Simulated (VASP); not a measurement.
Crystal: Co.

```
Co
1.0
     2.50700    0.00000    0.00000
    -1.25350    2.17113    0.00000
     0.00000    0.00000    4.06900
Co
2
Direct
  0.00000 0.00000 0.00000
  0.33333 0.66667 0.50000
```

```yaml
Program: VASP 6.6.1
Task: relaxation of cell and atoms
Functional: LDA
Potentials_or_basis: VASP PAW LDA potentials, release 64 (Co)
Cutoff: 400 eV
k_mesh: 15 × 15 × 9
Occupations: fermi-dirac, width 0.05 eV
Spin: collinear spin, ferromagnetic start
Starting_moments: "[2.0, 2.0] μB"
```

At the start: pressure -22.4 GPa; volume 11.07 Å³/atom.

How do energy, volume and symmetry change on relaxing?

Over 9 steps the energy falls by 86.5 meV/atom and the volume is 9.96 Å³/atom (-10.1 %); space group P6_3/mmc (No. 194, to 0.05 Å); moment 2.96 μB per cell.

Step by step:
| step | energy change (eV) | largest force (eV/Å) | pressure (GPa) | volume (Å³) |
| --- | --- | --- | --- | --- |
| 1 | 0.0000 | 0.0000 | -22.44 | 22.15 |
| 2 | 0.1068 | 0.0000 | 40.33 | 17.54 |
| 3 | -0.1725 | 0.0000 | -1.07 | 19.99 |
| 4 | -0.1728 | 0.0000 | -0.05 | 19.92 |
| 5 | -0.1727 | 0.0000 | 0.47 | 19.87 |
| 6 | -0.1730 | 0.0000 | -0.50 | 19.95 |
| 7 | -0.1730 | 0.0000 | -0.32 | 19.93 |
| 8 | -0.1730 | 0.0000 | 0.17 | 19.90 |
| 9 | -0.1730 | 0.0000 | 0.03 | 19.91 |

Final structure:
```
Co
1.0
     2.42533    0.00000    0.00000
    -1.21266    2.10040    0.00000
     0.00000    0.00000    3.90857
Co
2
Direct
  0.00000 0.00000 0.00000
  0.33333 0.66667 0.50000
```
